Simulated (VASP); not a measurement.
An input for Quantum ESPRESSO's pw.x (written as the equivalent of a VASP run, and not itself run):

```
&CONTROL
  calculation = 'scf'
  pseudo_dir = './pseudo'
  outdir = './out'
  tprnfor = .true.
  tstress = .true.
/
&SYSTEM
  ibrav = 0
  nat = 5
  ntyp = 3
  ecutwfc = 110
  occupations = 'smearing'
  smearing = 'methfessel-paxton'
  degauss = 0.00735
  input_dft = 'pbe'
/
&ELECTRONS
  conv_thr = 7.3e-08
  electron_maxstep = 100
/
ATOMIC_SPECIES
  La 138.905 La.upf
  Sn 118.710 Sn.upf
  C 12.011 C.upf
CELL_PARAMETERS angstrom
     5.2203000    0.0000000    0.0000000
     0.0000000    5.2203000    0.0000000
     0.0000000    0.0000000    5.2203000
ATOMIC_POSITIONS crystal
  La   0.5000000  0.0000000  0.0000000
  La   0.0000000  0.5000000  0.0000000
  La   0.0000000  0.0000000  0.5000000
  Sn   0.5000000  0.5000000  0.5000000
  C    0.0000000  0.0000000  0.0000000
K_POINTS automatic
  6 6 6 0 0 0
```

Task: Write the VASP files for the same calculation (PBE).

Result: This is not unique; one that fits is 
File POSCAR:
```
La3SnC
1
    5.2203000000     0.0000000000     0.0000000000
    0.0000000000     5.2203000000     0.0000000000
    0.0000000000     0.0000000000     5.2203000000
La Sn C
3 1 1
Direct
  0.5000000000   0.0000000000   0.0000000000
  0.0000000000   0.5000000000   0.0000000000
  0.0000000000   0.0000000000   0.5000000000
  0.5000000000   0.5000000000   0.5000000000
  0.0000000000   0.0000000000   0.0000000000
```

### INCAR
```
SYSTEM = La3SnC
PREC = Accurate
ENCUT = 520
EDIFF = 1E-6
NELM = 100
ALGO = Normal
LREAL = .FALSE.
LASPH = .TRUE.
ISMEAR = 1
SIGMA = 0.1
GGA = PE
LMAXMIX = 6
LWAVE = .FALSE.
LCHARG = .FALSE.
ISIF = 2
```

**KPOINTS**
```
K-points
0
G
 6 6 6
```

POTCAR, in this order: La Sn_d C (PBE.64 set). Program: vasp_std.

What does not carry over: the potentials are each code's own (VASP's PAW set, PseudoDojo norm-conserving files in pw.x), so ENCUT and ecutwfc are chosen apart and not converted; conv_thr bounds pw.x's estimated SCF error, while EDIFF bounds the energy change between steps.

The structure comes from a computed database's La3SnC entry (Pm-3m); how it stands against other phases isn't given here. The cell was not relaxed at this level.
